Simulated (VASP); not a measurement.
Output of a VASP run:

### OUTCAR
```
 ion  position               nearest neighbor table
   1  0.500  0.000  0.000-  32 2.36  46 2.36  54 2.36  62 2.36
   2  0.750  0.250  0.000-  32 2.36  33 2.36  44 2.36  55 2.36
   3  0.750  0.000  0.250-  32 2.36  34 2.36  38 2.36  49 2.36
   4  0.000  0.000  0.000-  35 2.36  38 2.36  44 2.36  63 2.36
   5  0.250  0.250  0.000-  35 2.36  36 2.36  54 2.36  60 2.36
   6  0.500  0.500  0.000-  36 2.36  37 2.36  55 2.36  61 2.36
   7  0.750  0.750  0.000-  37 2.36  38 2.36  56 2.36  62 2.36
   8  0.250  0.000  0.250-  35 2.36  39 2.36  46 2.36  57 2.36
   9  0.500  0.250  0.250-  32 2.36  36 2.36  39 2.36  40 2.41
  10  0.750  0.500  0.250-  40 2.35  37 2.36  33 2.36  41 2.36
  11  0.500  0.000  0.500-  39 2.36  42 2.36  49 2.36  59 2.36
  12  0.750  0.250  0.500-  34 2.36  42 2.36  43 2.36  40 2.36
  13  0.750  0.000  0.750-  42 2.36  44 2.36  53 2.36  62 2.36
  14  0.000  0.500  0.000-  33 2.36  45 2.36  56 2.36  60 2.36
  15  0.250  0.750  0.000-  45 2.36  46 2.36  61 2.36  63 2.36
  16  0.000  0.250  0.250-  33 2.36  34 2.36  35 2.36  47 2.36
  17  0.250  0.500  0.250-  36 2.36  45 2.36  47 2.36  48 2.38
  18  0.500  0.750  0.250-  48 2.34  46 2.36  37 2.36  49 2.36
  19  0.000  0.000  0.500-  34 2.36  50 2.36  53 2.36  57 2.36
  20  0.250  0.250  0.500-  39 2.36  47 2.36  50 2.36  51 2.40
  21  0.750  0.750  0.500-  41 2.36  49 2.36  53 2.36  52 2.41
  22  0.250  0.000  0.750-  50 2.36  54 2.36  59 2.36  63 2.36
  23  0.500  0.250  0.750-  42 2.36  54 2.36  55 2.36  51 2.37
  24  0.750  0.500  0.750-  52 2.34  43 2.36  55 2.36  56 2.36
  25  0.000  0.750  0.250-  38 2.36  41 2.36  45 2.36  57 2.36
  26  0.000  0.500  0.500-  41 2.36  43 2.36  47 2.36  58 2.36
  27  0.250  0.750  0.500-  48 2.35  57 2.36  58 2.36  59 2.36
  28  0.000  0.250  0.750-  43 2.36  44 2.36  50 2.36  60 2.36
  29  0.250  0.500  0.750-  51 2.33  58 2.36  60 2.36  61 2.36
  30  0.500  0.750  0.750-  59 2.36  61 2.36  62 2.36  52 2.36
  31  0.000  0.750  0.750-  53 2.36  56 2.36  58 2.36  63 2.36
  32  0.625  0.125  0.125-   1 2.36   2 2.36   3 2.36   9 2.36
  33  0.875  0.375  0.125-   2 2.36  10 2.36  14 2.36  16 2.36
  34  0.875  0.125  0.375-   3 2.36  12 2.36  16 2.36  19 2.36
  35  0.125  0.125  0.125-   4 2.36   5 2.36   8 2.36  16 2.36
  36  0.375  0.375  0.125-   5 2.36   6 2.36   9 2.36  17 2.36
  37  0.625  0.625  0.125-   6 2.36   7 2.36  10 2.36  18 2.36
  38  0.875  0.875  0.125-   3 2.36   4 2.36   7 2.36  25 2.36
  39  0.375  0.125  0.375-   8 2.36   9 2.36  11 2.36  20 2.36
  40  0.625  0.379  0.379-  64 2.32  10 2.35  12 2.36   9 2.41
  41  0.875  0.625  0.375-  10 2.36  21 2.36  25 2.36  26 2.36
  42  0.625  0.125  0.625-  11 2.36  12 2.36  13 2.36  23 2.36
  43  0.875  0.375  0.625-  12 2.36  24 2.36  26 2.36  28 2.36
  44  0.875  0.125  0.875-   2 2.36   4 2.36  13 2.36  28 2.36
  45  0.125  0.625  0.125-  14 2.36  15 2.36  17 2.36  25 2.36
  46  0.375  0.875  0.125-   1 2.36   8 2.36  15 2.36  18 2.36
  47  0.125  0.375  0.375-  16 2.36  17 2.36  20 2.36  26 2.36
  48  0.376  0.627  0.375-  18 2.34  27 2.35  17 2.38  64 2.40
  49  0.625  0.875  0.375-   3 2.36  11 2.36  18 2.36  21 2.36
  50  0.125  0.125  0.625-  19 2.36  20 2.36  22 2.36  28 2.36
  51  0.376  0.379  0.627-  64 2.29  29 2.33  23 2.37  20 2.40
  52  0.623  0.621  0.627-  64 2.33  24 2.34  30 2.36  21 2.41
  53  0.875  0.875  0.625-  13 2.36  19 2.36  21 2.36  31 2.36
  54  0.375  0.125  0.875-   1 2.36   5 2.36  22 2.36  23 2.36
  55  0.625  0.375  0.875-   2 2.36   6 2.36  23 2.36  24 2.36
  56  0.875  0.625  0.875-   7 2.36  14 2.36  24 2.36  31 2.36
  57  0.125  0.875  0.375-   8 2.36  19 2.36  25 2.36  27 2.36
  58  0.125  0.625  0.625-  26 2.36  27 2.36  29 2.36  31 2.36
  59  0.375  0.875  0.625-  11 2.36  22 2.36  27 2.36  30 2.36
  60  0.125  0.375  0.875-   5 2.36  14 2.36  28 2.36  29 2.36
  61  0.375  0.625  0.875-   6 2.36  15 2.36  29 2.36  30 2.36
  62  0.625  0.875  0.875-   1 2.36   7 2.36  13 2.36  30 2.36
  63  0.125  0.875  0.875-   4 2.36  15 2.36  22 2.36  31 2.36
  64  0.500  0.497  0.504-  51 2.29  40 2.32  52 2.33  48 2.40
 Subroutine IBZKPT returns following result:
 Found      1 irreducible k-points:

 Following reciprocal coordinates:
            Coordinates               Weight
  0.000000  0.000000  0.000000      1.000000
   k-points           NKPTS =      1   k-points in BZ     NKDIM =      1   number of bands    NBANDS=    344
   number of dos      NEDOS =    301   number of ions     NIONS =     64
   total plane-waves  NPLWV = 157464
   dimension x,y,z NGX =    54 NGY =   54 NGZ =   54
   dimension x,y,z NGXF=   108 NGYF=  108 NGZF=  108
   ions per type =              31  32   1
   PREC   = normal    normal or accurate (medium, high low for compatibility)
   ISTART =      0    job   : 0-new  1-cont  2-samecut
   ICHARG =      2    charge: 1-file 2-atom 10-const
...
```

File OSZICAR:
```
...
RMM:   7    -0.220685265734E+03   -0.16581E-04   -0.29969E-04   689   0.291E-02    0.450E-02
RMM:   8    -0.220685215053E+03    0.50681E-04   -0.49089E-05   496   0.149E-02    0.251E-02
RMM:   9    -0.220685208939E+03    0.61145E-05   -0.19721E-04   617   0.144E-02    0.902E-03
RMM:  10    -0.220685204027E+03    0.49118E-05   -0.21639E-05   450   0.991E-03
   3 F= -.22068520E+03 E0= -.22064666E+03  d E =-.415660E-01
       N       E                     dE             d eps       ncg     rms          rms(c)
DAV:   1    -0.220684980067E+03    0.22887E-03   -0.15376E-01   768   0.650E-01    0.161E-01
RMM:   2    -0.220685362969E+03   -0.38290E-03   -0.45348E-03   824   0.136E-01    0.430E-02
RMM:   3    -0.220685459825E+03   -0.96856E-04   -0.98604E-04   827   0.547E-02    0.608E-02
RMM:   4    -0.220685442441E+03    0.17384E-04   -0.15313E-04   547   0.285E-02    0.418E-02
RMM:   5    -0.220685432300E+03    0.10141E-04   -0.41081E-05   451   0.146E-02    0.268E-02
RMM:   6    -0.220685429309E+03    0.29904E-05   -0.69639E-05   512   0.105E-02
   4 F= -.22068543E+03 E0= -.22064687E+03  d E =-.417913E-01
       N       E                     dE             d eps       ncg     rms          rms(c)
DAV:   1    -0.220687119273E+03   -0.16870E-02   -0.10845E+00   720   0.181E+00    0.330E-01
RMM:   2    -0.220689129806E+03   -0.20105E-02   -0.21718E-02   801   0.319E-01    0.168E-01
RMM:   3    -0.220690144623E+03   -0.10148E-02   -0.66366E-03   890   0.169E-01    0.322E-01
RMM:   4    -0.220689349607E+03    0.79502E-03   -0.32190E-03   773   0.907E-02    0.896E-02
RMM:   5    -0.220689332843E+03    0.16763E-04   -0.29357E-04   552   0.296E-02    0.608E-02
RMM:   6    -0.220689317028E+03    0.15815E-04   -0.33142E-04   656   0.234E-02    0.198E-02
RMM:   7    -0.220689318122E+03   -0.10938E-05   -0.44021E-05   498   0.127E-02
   5 F= -.22068932E+03 E0= -.22065076E+03  d E =-.388881E-02
       N       E                     dE             d eps       ncg     rms          rms(c)
DAV:   1    -0.220687887967E+03    0.14291E-02   -0.13928E+00   720   0.205E+00    0.385E-01
RMM:   2    -0.220690572595E+03   -0.26846E-02   -0.28907E-02   791   0.364E-01    0.199E-01
RMM:   3    -0.220692061912E+03   -0.14893E-02   -0.10434E-02   899   0.196E-01    0.383E-01
RMM:   4    -0.220690822985E+03    0.12389E-02   -0.33933E-03   809   0.101E-01    0.987E-02
RMM:   5    -0.220690786345E+03    0.36639E-04   -0.32008E-04   583   0.324E-02    0.615E-02
RMM:   6    -0.220690782839E+03    0.35059E-05   -0.37615E-04   663   0.246E-02    0.228E-02
RMM:   7    -0.220690780352E+03    0.24876E-05   -0.40740E-05   496   0.136E-02
   6 F= -.22069078E+03 E0= -.22065222E+03  d E =-.535104E-02
       N       E                     dE             d eps       ncg     rms          rms(c)
DAV:   1    -0.220691031495E+03   -0.24866E-03   -0.38070E-01   736   0.110E+00    0.203E-01
RMM:   2    -0.220691722808E+03   -0.69131E-03   -0.76537E-03   785   0.197E-01    0.751E-02
RMM:   3    -0.220692058709E+03   -0.33590E-03   -0.20662E-03   888   0.964E-02    0.164E-01
RMM:   4    -0.220691853551E+03    0.20516E-03   -0.82411E-04   687   0.514E-02    0.575E-02
RMM:   5    -0.220691840477E+03    0.13074E-04   -0.74614E-05   506   0.191E-02    0.363E-02
RMM:   6    -0.220691839896E+03    0.58160E-06   -0.11914E-04   567   0.145E-02    0.130E-02
RMM:   7    -0.220691839464E+03    0.43151E-06   -0.13400E-05   419   0.976E-03
   7 F= -.22069184E+03 E0= -.22065328E+03  d E =-.105911E-02
```

### OUTCAR
```
------------------------ aborting loop because EDIFF is reached ----------------------------------------
  FORCE on cell =-STRESS in cart. coord.  units (eV):
  Direction    XX          YY          ZZ          XY          YZ          ZX
  --------------------------------------------------------------------------------------
  Total      -10.3686107    -10.3840601    -10.3609921     -0.0544553     -0.0013881     -0.0260869
  in kB      -12.8539597    -12.8731123    -12.8445149     -0.0675082     -0.0017208     -0.0323399
  external PRESSURE =     -12.8571956 kB  Pullay stress =       0.0000000 kB
  volume of cell :     1292.39
      direct lattice vectors                 reciprocal lattice vectors
    10.892596236  0.000000000  0.000000000     0.091805478  0.000000000  0.000000000
     0.000000000 10.892596236  0.000000000     0.000000000  0.091805478  0.000000000
     0.000000000  0.000000000 10.892596236     0.000000000  0.000000000  0.091805478
  FREE ENERGIE OF THE ION-ELECTRON SYSTEM (eV)
  ---------------------------------------------------
  free  energy   TOTEN  =      -220.6918394640 eV

  energy  without entropy=     -220.6147132851  energy(sigma->0) =     -220.65327637

 reached required accuracy - stopping structural energy minimisation
```
(Selected blocks of OUTCAR.)

POSCAR:
```
CuZn31S32
1
   10.8925962364     0.0000000000     0.0000000000
    0.0000000000    10.8925962364    -0.0000000000
   -0.0000000000    -0.0000000000    10.8925962364
Zn S Cu
31 32 1
Direct
  0.5000000000   0.0000000000   0.0000000000
  0.7500000000   0.2500000000   0.0000000000
  0.7500000000   0.0000000000   0.2500000000
  0.0000000000   0.0000000000   0.0000000000
  0.2500000000   0.2500000000   0.0000000000
  0.5000000000   0.5000000000   0.0000000000
  0.7500000000   0.7500000000   0.0000000000
  0.2500000000   0.0000000000   0.2500000000
  0.5000000000   0.2500000000   0.2500000000
  0.7500000000   0.5000000000   0.2500000000
  0.5000000000   0.0000000000   0.5000000000
  0.7500000000   0.2500000000   0.5000000000
  0.7500000000   0.0000000000   0.7500000000
  0.0000000000   0.5000000000   0.0000000000
  0.2500000000   0.7500000000   0.0000000000
  0.0000000000   0.2500000000   0.2500000000
  0.2500000000   0.5000000000   0.2500000000
  0.5000000000   0.7500000000   0.2500000000
  0.0000000000   0.0000000000   0.5000000000
  0.2500000000   0.2500000000   0.5000000000
  0.7500000000   0.7500000000   0.5000000000
  0.2500000000   0.0000000000   0.7500000000
  0.5000000000   0.2500000000   0.7500000000
  0.7500000000   0.5000000000   0.7500000000
  0.0000000000   0.7500000000   0.2500000000
  0.0000000000   0.5000000000   0.5000000000
  0.2500000000   0.7500000000   0.5000000000
  0.0000000000   0.2500000000   0.7500000000
  0.2500000000   0.5000000000   0.7500000000
  0.5000000000   0.7500000000   0.7500000000
  0.0000000000   0.7500000000   0.7500000000
  0.6250000000   0.1250000000   0.1250000000
  0.8750000000   0.3750000000   0.1250000000
  0.8750000000   0.1250000000   0.3750000000
  0.1250000000   0.1250000000   0.1250000000
  0.3750000000   0.3750000000   0.1250000000
  0.6250000000   0.6250000000   0.1250000000
  0.8750000000   0.8750000000   0.1250000000
  0.3750000000   0.1250000000   0.3750000000
  0.6254310000   0.3793190000   0.3786720000
  0.8750000000   0.6250000000   0.3750000000
  0.6250000000   0.1250000000   0.6250000000
  0.8750000000   0.3750000000   0.6250000000
  0.8750000000   0.1250000000   0.8750000000
  0.1250000000   0.6250000000   0.1250000000
  0.3750000000   0.8750000000   0.1250000000
  0.1250000000   0.3750000000   0.3750000000
  0.3759780000   0.6267640000   0.3753730000
  0.6250000000   0.8750000000   0.3750000000
  0.1250000000   0.1250000000   0.6250000000
  0.3761220000   0.3793290000   0.6265310000
  0.6228010000   0.6212150000   0.6266070000
  0.8750000000   0.8750000000   0.6250000000
  0.3750000000   0.1250000000   0.8750000000
  0.6250000000   0.3750000000   0.8750000000
  0.8750000000   0.6250000000   0.8750000000
  0.1250000000   0.8750000000   0.3750000000
  0.1250000000   0.6250000000   0.6250000000
  0.3750000000   0.8750000000   0.6250000000
  0.1250000000   0.3750000000   0.8750000000
  0.3750000000   0.6250000000   0.8750000000
  0.6250000000   0.8750000000   0.8750000000
  0.1250000000   0.8750000000   0.8750000000
  0.4995090000   0.4974530000   0.5035640000
```

Write an INCAR and KPOINTS that could have produced this output.

This is not unique; one that fits is the input of the run itself, PBE GGA, plane waves, VASP's PBE PAW potentials (set 64).

KPOINTS:
```
Automatic mesh
0
Gamma
1 1 1
0 0 0
```

INCAR:
```
SYSTEM = CuZn31S32
PREC = Normal
ENCUT = 400
EDIFF = 1E-5
NELM = 100
ALGO = Fast
LREAL = Auto
LASPH = .TRUE.
ISMEAR = 0
SIGMA = 0.05
GGA = PE
LMAXMIX = 4
LWAVE = .FALSE.
LCHARG = .FALSE.
NELMIN = 4
ISYM = 0
NELECT = 574.0
IBRION = 2
ISIF = 2
NSW = 60
EDIFFG = -0.03
```

POTCAR, in this order: Zn S Cu (PBE.64 set). Program: vasp_gam.

The cell is charged, with a uniform compensating background. The supercell is sampled at Γ alone, which is coarse: total energies, pressure and levels can be off, energies of defects by several tenths of an eV.

The cell is a supercell with a defect, built from ZnS (zinc blende): Cu_Zn, charge +1. The run is not spin-polarised, so no state with unpaired spins was tried.
